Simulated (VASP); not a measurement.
# Aluminum: structure and properties in VASP, part 2 of 4

Aim: relax Aluminum with SCAN, compute its properties on that cell and hold them against experiment. Left out of this account: 1 further run (core levels: core levels are not valid at this level). The start is a cell from a database of measured crystal structures.

VASP 6.6.1; SCAN; plane waves and PAW (Al).

Still holding for the runs below: This run has no spin polarisation. Its electron count is odd, so without a moment it is a metal by construction. The k-mesh is coarse for a metal.

So far. Step 2 (Relaxing cell and atoms (SCAN)): It ends with forces that vanish by symmetry and a pressure of 0.02 GPa. The volume lies -3.2 % from that of the database's start, which holds the thermal and zero-point expansion of its experiment. Step 3 (Second relaxation): It ends with forces that vanish by symmetry and a pressure of 0.01 GPa. The volume moved by under 0.01 %: the run met its threshold at the first step.

## (4) Density, ELF and potential (SCAN)

The relaxed cell gets a fresh self-consistent run, on a basis set for its own volume, to fix the density and to check the remaining stress.

INCAR reads:

```
SYSTEM = Al
PREC = Accurate
ENCUT = 400
EDIFF = 1E-06
NELM = 100
ISMEAR = 1
SIGMA = 0.2
LREAL = .FALSE.
ALGO = Normal
METAGGA = SCAN
LASPH = .TRUE.
NBANDS = 7
LORBIT = 11
LWAVE = .FALSE.
LCHARG = .TRUE.
ISIF = 2
LELF = .TRUE.
LVHAR = .TRUE.
```

POSCAR reads:

```
Al
1.0
    0.0000000000      2.0027036724      2.0027036724
    2.0027036724      0.0000000000      2.0027036724
    2.0027036724      2.0027036724      0.0000000000
Al
1
Direct
    0.0000000000      0.0000000000      0.0000000000
```

KPOINTS reads:

```
Automatic mesh
0
Gamma
8 8 8
0 0 0
```

PAW data sets: Al (PBE family, release 64).

Command:

```sh
$ mpirun -np 2 vasp_std
```

Output:

```text
[banner, memory and clock lines left out]
running    2 mpi-ranks, on    1 nodes
 distrk:  each k-point on    2 cores,    1 groups
 distr:  one band on    1 cores,    2 groups

 POSCAR found type information on POSCAR Al
 POSCAR found :  1 types and       1 ions
 [... a notice as in an earlier step ...]

 LDA part: xc-table for (None), standard interpolation
|                                                                             |
|           W    W    AA    RRRRR   N    N  II  N    N   GGGG   !!!           |
|           W    W   A  A   R    R  NN   N  II  NN   N  G    G  !!!           |
|           W    W  A    A  R    R  N N  N  II  N N  N  G       !!!           |
|           W WW W  AAAAAA  RRRRR   N  N N  II  N  N N  G  GGG   !            |
|           WW  WW  A    A  R   R   N   NN  II  N   NN  G    G                |
|           W    W  A    A  R    R  N    N  II  N    N   GGGG   !!!           |
|                                                                             |
|     The number of bands has been changed from the values supplied in        |
|     The orbitals not found in the WAVECAR file will be initialized with     |
|     random numbers, which is usually adequate. For correlated               |
|     calculations, however, you should redo the groundstate calculation.     |
|     I found NBANDS = 7. Now, NBANDS = 8.                                    |
|                                                                             |

 POSCAR, INCAR and KPOINTS ok, starting setup
 FFT: planning ... GRIDC
 FFT: planning ... GRID_SOFT
 FFT: planning ... GRID
 WAVECAR not read
 entering main loop
       N       E                     dE             d eps       ncg     rms          rms(c)
DAV:   1    -0.660543469318E+01   -0.66054E+01   -0.71752E+02   480   0.160E+02
DAV:   2    -0.796289826151E+01   -0.13575E+01   -0.13549E+01   672   0.183E+01
DAV:   3    -0.796915701634E+01   -0.62588E-02   -0.62584E-02   528   0.141E+00
DAV:   4    -0.796917998526E+01   -0.22969E-04   -0.22969E-04   792   0.805E-02
DAV:   5    -0.796917999025E+01   -0.49918E-08   -0.53007E-08   520   0.997E-04    0.309E+00
DAV:   6    -0.774186596030E+01    0.22731E+00   -0.96602E-02   464   0.148E+00    0.180E+00
DAV:   7    -0.773264398757E+01    0.92220E-02   -0.44604E-02   472   0.132E+00    0.107E-01
DAV:   8    -0.773387042056E+01   -0.12264E-02   -0.38301E-03   520   0.367E-01    0.118E-01
DAV:   9    -0.773475957904E+01   -0.88916E-03   -0.49034E-03   480   0.378E-01    0.457E-02
DAV:  10    -0.773475531620E+01    0.42628E-05   -0.99101E-05   592   0.751E-02    0.437E-02
DAV:  11    -0.773476164795E+01   -0.63317E-05   -0.20696E-05   632   0.319E-02    0.246E-02
DAV:  12    -0.773477588880E+01   -0.14241E-04   -0.38669E-05   520   0.279E-02    0.101E-02
DAV:  13    -0.773477940564E+01   -0.35168E-05   -0.14566E-05   544   0.216E-02    0.310E-03
DAV:  14    -0.773478003262E+01   -0.62698E-06   -0.28143E-06   560   0.104E-02
   1 F= -.77347800E+01 E0= -.77347869E+01  d E =0.205829E-04
```

Wall time 6.8 s (2 MPI ranks of Intel Xeon 6975P-C (Granite Rapids), shared host); peak memory 0.19 GiB; 11 s of CPU time.

From OUTCAR (step 4):

```text
The static configuration has the point symmetry O_h .

 Found     29 irreducible k-points:

   k-points           NKPTS =     29   k-points in BZ     NKDIM =     29   number of bands    NBANDS=      8

   NELECT =       3.0000    total number of electrons

 E-fermi :   8.3036

 k-point     1 :       0.0000    0.0000    0.0000
  band No.  band energies     occupation
      1      -3.4350      2.00000
      2      21.5546      0.00000
      3      21.5546      0.00000
      4      21.5546      0.00000
      5      23.2942      0.00000
      6      23.2943      0.00000
    ...

 k-point     2 :       0.1250    0.0000    0.0000
  band No.  band energies     occupation
      1      -2.9878      2.00000
      2      17.0370      0.00000
      3      20.6225      0.00000
      4      20.6226      0.00000
      5      23.6895      0.00000
      6      24.8637      0.00000
    ...

  Total        0.0010227      0.0010227      0.0010227      0.0000000     -0.0000000      0.0000000
  in kB        0.1019915      0.1019915      0.1019915      0.0000000     -0.0000000      0.0000000
  external PRESSURE =       0.1019915 kB  Pullay stress =       0.0000000 kB

 POSITION                                       TOTAL-FORCE (eV/Angst)
 -----------------------------------------------------------------------------------
      0.00000      0.00000      0.00000        -0.000000     -0.000000      0.000000
 -----------------------------------------------------------------------------------
    total drift:                                0.000000      0.000000     -0.000000

  FREE ENERGIE OF THE ION-ELECTRON SYSTEM (eV)
  ---------------------------------------------------
  free  energy   TOTEN  =        -7.7347800326 eV

  energy  without entropy=       -7.7348006155  energy(sigma->0) =       -7.73478689

 total charge
# of ion       s       p       d       tot
------------------------------------------
    1        0.435   0.365   0.000   0.800

[... 7 parts as in an earlier step ...]

[... 5 further parts left out ...]
```

This step gave:

```yaml
scf_cycles: 14
bands: 8
pressure: 0.01020 GPa
```

Valence electrons inside each PAW sphere by angular momentum. Sphere charges, by row:

```
atom  s (e)  p (e)  d (e)  tot (e)
 Al1  0.435  0.365      0      0.8
```

ELF in the ac plane of the conventional cell at fractional y = 0.000, with atoms of Al within 0.2 Å of it. It is the smooth field of the valence electrons, not physical close to the nuclei.

Values, 14 rows by 14 columns, each cell a mean:
```
0.03 0.11 0.32 0.50 0.47 0.38 0.31 0.28 0.33 0.42 0.50 0.44 0.23 0.06
0.17 0.29 0.48 0.57 0.51 0.43 0.38 0.37 0.40 0.46 0.54 0.55 0.40 0.23
0.40 0.49 0.58 0.60 0.56 0.51 0.47 0.46 0.48 0.53 0.59 0.60 0.55 0.44
0.49 0.52 0.56 0.60 0.60 0.57 0.50 0.47 0.52 0.59 0.61 0.59 0.54 0.50
0.41 0.43 0.49 0.56 0.58 0.48 0.32 0.26 0.38 0.53 0.59 0.53 0.46 0.42
0.31 0.36 0.43 0.52 0.49 0.29 0.11 0.07 0.17 0.38 0.52 0.48 0.40 0.33
0.25 0.31 0.41 0.49 0.40 0.17 0.03 0.01 0.07 0.26 0.47 0.46 0.37 0.28
0.28 0.33 0.42 0.50 0.44 0.23 0.06 0.03 0.11 0.32 0.50 0.47 0.38 0.31
0.37 0.40 0.46 0.54 0.55 0.40 0.23 0.17 0.29 0.48 0.57 0.51 0.43 0.38
0.46 0.48 0.53 0.59 0.60 0.55 0.44 0.40 0.49 0.58 0.60 0.56 0.51 0.47
0.47 0.52 0.59 0.61 0.59 0.54 0.50 0.49 0.52 0.56 0.60 0.60 0.57 0.50
0.26 0.38 0.53 0.59 0.53 0.46 0.42 0.41 0.43 0.49 0.56 0.58 0.48 0.32
0.07 0.17 0.38 0.52 0.48 0.40 0.33 0.31 0.36 0.43 0.52 0.49 0.29 0.11
0.01 0.07 0.26 0.47 0.46 0.37 0.28 0.25 0.31 0.41 0.49 0.40 0.17 0.03
```
Columns run along a (4.0 Å), rows up along c (4.0 Å), edges of the conventional cell, whose origin can differ from the input's. Atoms in or near the plane, at fractional coordinates: Al at (0.00, 0.00), Al at (0.50, 0.50).

Valence density in the ac plane of the conventional cell at fractional y = 0.000, with atoms of Al within 0.2 Å of it. It is the smooth field of the valence electrons, not physical close to the nuclei.

Ten even steps from '0' (0.01 e/Å³) to '9' (0.21 e/Å³), each cell a mean:
```
13798765678852
56998776779985
89999888889998
89999999999998
77899976899877
66799632489876
56788510269865
56788521379876
67799855699877
88899988999988
99999988999999
68998777789997
24898766679963
02698655678851
```
Columns run along a (4.0 Å), rows up along c (4.0 Å), edges of the conventional cell, whose origin can differ from the input's. Atoms in or near the plane, at fractional coordinates: Al at (0.00, 0.00), Al at (0.50, 0.50).

Electrostatic potential energy in the ac plane of the conventional cell at fractional y = 0.000, with atoms of Al within 0.2 Å of it. With pseudopotentials it is smooth inside the atoms' cores, unlike the true potential.

Ten even steps from '_' (-93 eV) to '@' (2 eV), each cell a mean:
```
__::**%%@@@@@@@@@@@@@@%%==..
==++##@@@@@@@@@@@@@@@@%%##==
##%%@@@@@@@@@@@@@@@@@@@@%%%%
@@@@@@@@@@@@%%%%%%@@@@@@@@@@
@@@@@@@@@@##**++**%%@@@@@@@@
@@@@@@@@%%++::..--**%%@@@@@@
@@@@@@@@##==____..++%%@@@@@@
@@@@@@@@%%==..__::**%%@@@@@@
@@@@@@@@%%##====++##@@@@@@@@
@@@@@@@@@@%%%%##%%@@@@@@@@@@
%%%%@@@@@@@@@@@@@@@@@@@@@@%%
++**%%@@@@@@@@@@@@@@@@@@##**
..--**%%@@@@@@@@@@@@@@%%++::
__..++%%@@@@@@@@@@@@@@##==__
```
Columns run along a (4.0 Å; values clipped at the 3rd and 97th percentile), rows up along c (4.0 Å), edges of the conventional cell, whose origin can differ from the input's. Atoms in or near the plane, at fractional coordinates: Al at (0.00, 0.00), Al at (0.50, 0.50).

In this run the pressure is 0.01 GPa, small enough to go on.

## (5) Band structure (SCAN)

Levels along the symmetry lines show where the bands peak and cross; KPOINTS_OPT computes them in the converged potential.

INCAR reads:

```
SYSTEM = Al
PREC = Accurate
ENCUT = 400
EDIFF = 1E-06
NELM = 100
ISMEAR = 1
SIGMA = 0.2
LREAL = .FALSE.
ALGO = Normal
METAGGA = SCAN
LASPH = .TRUE.
NBANDS = 12
LORBIT = 11
LWAVE = .FALSE.
LCHARG = .FALSE.
KPAR = 2
```

POSCAR is that of step 4.

KPOINTS is that of step 4.

KPOINTS_OPT reads:

```
Line mode
16
Line-mode
Reciprocal
  0.00000000   0.00000000   0.00000000 GAMMA
  0.50000000   0.00000000   0.50000000 X

  0.50000000   0.00000000   0.50000000 X
  0.50000000   0.25000000   0.75000000 W

  0.50000000   0.25000000   0.75000000 W
  0.37500000   0.37500000   0.75000000 K

  0.37500000   0.37500000   0.75000000 K
  0.00000000   0.00000000   0.00000000 GAMMA

  0.00000000   0.00000000   0.00000000 GAMMA
  0.50000000   0.50000000   0.50000000 L

  0.50000000   0.50000000   0.50000000 L
  0.62500000   0.25000000   0.62500000 U

  0.62500000   0.25000000   0.62500000 U
  0.50000000   0.25000000   0.75000000 W

  0.50000000   0.25000000   0.75000000 W
  0.50000000   0.50000000   0.50000000 L

  0.50000000   0.50000000   0.50000000 L
  0.37500000   0.37500000   0.75000000 K

  0.62500000   0.25000000   0.62500000 U
  0.50000000   0.00000000   0.50000000 X
```

Command:

```sh
$ mpirun -np 2 vasp_std
```

Output:

```text
[... set-up lines as in an earlier step ...]
 entering main loop
       N       E                     dE             d eps       ncg     rms          rms(c)
DAV:   1    -0.403482729950E+01   -0.40348E+01   -0.68207E+02   708   0.104E+02
DAV:   2    -0.791627208619E+01   -0.38814E+01   -0.36518E+01  1008   0.312E+01
DAV:   3    -0.796897148823E+01   -0.52699E-01   -0.52578E-01   840   0.254E+00
DAV:   4    -0.796917827359E+01   -0.20679E-03   -0.20677E-03   832   0.189E-01
DAV:   5    -0.796917997312E+01   -0.16995E-05   -0.16993E-05   896   0.153E-02    0.309E+00
DAV:   6    -0.774187040451E+01    0.22731E+00   -0.87079E-02   700   0.988E-01    0.180E+00
DAV:   7    -0.773265611179E+01    0.92143E-02   -0.41895E-02   704   0.883E-01    0.106E-01
DAV:   8    -0.773387746130E+01   -0.12213E-02   -0.36774E-03   744   0.250E-01    0.116E-01
DAV:   9    -0.773475724094E+01   -0.87978E-03   -0.44725E-03   708   0.249E-01    0.456E-02
DAV:  10    -0.773475557015E+01    0.16708E-05   -0.92503E-05   760   0.494E-02    0.455E-02
DAV:  11    -0.773475447552E+01    0.10946E-05   -0.48641E-06   880   0.114E-02    0.453E-02
DAV:  12    -0.773475454874E+01   -0.73217E-07   -0.12224E-07   596   0.187E-03
   1 F= -.77347545E+01 E0= -.77347871E+01  d E =0.975959E-04
 Start KPOINTS_OPT (optional k-point list driver)
k-point batch [1-29\160]
       N       E                     dE             ncg
DAV:   1     0.373606057223E+03   -0.18915E+04      696
DAV:   2     0.305873861213E+03   -0.67732E+02     1048
DAV:   3     0.304989880841E+03   -0.88398E+00      912
DAV:   4     0.304986321039E+03   -0.35598E-02      876
DAV:   5     0.304986257737E+03   -0.63301E-04      972
DAV:   6     0.304986256130E+03   -0.16074E-05      892
DAV:   7     0.304986256084E+03   -0.45877E-07      952
[...]
k-point batch [146-160\160]
       N       E                     dE             ncg
DAV:   1     0.183766454775E+04   -0.15291E+04      368
DAV:   2     0.179410822797E+04   -0.43556E+02      560
DAV:   3     0.179369694575E+04   -0.41128E+00      488
DAV:   4     0.179369565671E+04   -0.12890E-02      504
DAV:   5     0.179369564816E+04   -0.85518E-05      496
DAV:   6     0.179369564809E+04   -0.71745E-07      516
```

It took 21 s on 2 MPI ranks; peak memory 0.21 GiB; 38 s of CPU time.

OUTCAR, selected parts (step 5):

```text
   k-points           NKPTS =     29   k-points in BZ     NKDIM =     29   number of bands    NBANDS=     12

   NELECT =       3.0000    total number of electrons

 E-fermi :   8.3028

 k-point     1 :       0.0000    0.0000    0.0000
  band No.  band energies     occupation
      1      -3.4275      2.00000
      2      21.5365      0.00000
      3      21.5366      0.00000
      4      21.5366      0.00000
      5      23.2856      0.00000
      6      23.2857      0.00000
    ...

  Total        0.0059801      0.0059801      0.0059801      0.0000000      0.0000000     -0.0000000
  in kB        0.5964003      0.5964003      0.5964003      0.0000000      0.0000000     -0.0000000
  external PRESSURE =       0.5964003 kB  Pullay stress =       0.0000000 kB

 POSITION                                       TOTAL-FORCE (eV/Angst)
 -----------------------------------------------------------------------------------
      0.00000      0.00000      0.00000         0.000000      0.000000     -0.000000
 -----------------------------------------------------------------------------------
    total drift:                                0.000000     -0.000000     -0.000000

  FREE ENERGIE OF THE ION-ELECTRON SYSTEM (eV)
  ---------------------------------------------------
  free  energy   TOTEN  =        -7.7347545487 eV

  energy  without entropy=       -7.7348521446  energy(sigma->0) =       -7.73478708

[... 8 parts as in an earlier step ...]

[... 8 further parts left out ...]
```

Numbers from this step:

| Property | Result |
| --- | --- |
| SCF cycles | 12 |
| bands | 12 |
| Fermi energy | 8.303 eV |
| pressure | 0.05964 GPa |

Electronic bands along the path, in eV, zero at the Fermi level; # counts the bands kept:

```
          point      #1     #2     #3     #4     #5
              Γ  -11.73  13.24  13.24  13.24  14.98
0.53 of the way   -9.04   7.37   7.74   7.74   7.78
              X   -3.10  -1.71   5.32   5.99   5.99
0.47 of the way   -2.62  -1.22   2.02   3.76  10.24
              W   -0.92  -0.92  -0.02   1.42  16.56
0.47 of the way   -1.70  -1.23  -0.08   3.49  12.58
              K   -2.01  -1.53  -0.34   7.00   8.54
0.47 of the way   -8.71   3.19   4.84  11.81  13.80
              Γ  -11.73  13.24  13.24  13.24  14.98
0.47 of the way  -10.18   4.25  11.59  11.59  14.96
              L   -4.94  -4.52  12.01  12.01  12.13
0.47 of the way   -4.22  -3.77   5.66   8.94  10.72
              U   -2.01  -1.53  -0.34   7.00   8.54
0.47 of the way   -1.77  -1.30  -0.13   3.97  11.98
              W   -0.92  -0.92  -0.02   1.42  16.56
0.47 of the way   -3.69  -3.22   4.69   5.46  14.09
              L   -4.94  -4.52  12.01  12.01  12.13
0.47 of the way   -4.22  -3.77   5.66   8.94  10.72
              K   -2.01  -1.53  -0.34   7.00   8.54
      jump to U   -2.01  -1.53  -0.34   7.00   8.54
0.47 of the way   -2.79  -1.40   1.94   6.28   7.54
              X   -3.10  -1.71   5.32   5.99   5.99
```

The electronic bands as a text plot (rows in eV, shown from -8.0 to 6.0 only):

```
    5.7 |      ***      *     *      *      *        *
    5.1 |        **          *
    4.5 |                                       *          *    *
    4.0 |         **                                *
    3.4 |              *     *
    2.8 |      *    *       *         *      *     **
    2.2 |          *       *                     *          *  *
    1.6 |            **                           **
    1.0 |           *       *
    0.5 |       *         **           *      *
   -0.1 |            *****                     ****          **
   -0.7 |           * *   *                      **
   -1.3 |          * *****                     ***            **
   -1.9 |        ** *  **               *     ***  *         *  *
   -2.5 |          *     *                    *     *       * *
   -3.0 |        **                          *      *       *  **
   -3.6 |                 *              *  **       *     *
   -4.2 |                                 ***        *** ***
   -4.8 |       *                         **           ****
   -5.4 |                                *
   -6.0 |                  *
   -6.5 |      *
   -7.1 |                   *           *
   -7.7 |
         Γ       X    W  K        Γ      L     U  W     L   K|U X
```

There is no gap at this level.

Of the bands kept, 2 cross the Fermi level on this path.

(Part 2 of 4 ends here.)

[Lines on the potential files, build, host, timing and source positions are cut from VASP's logs without a mark.]

[Logs are printed without paths, hosts, clocks, repeated set-up lines and the standing remarks that a program may print on its own settings, such as how far it seeks lower states.]

[Hosts, paths, dates, database ids (printed as entryN), source tags and the programs' standing remarks are cut or masked in the printed files.]

[A measured line is paired with the nearest computed mode of its activity, which favours agreement.]
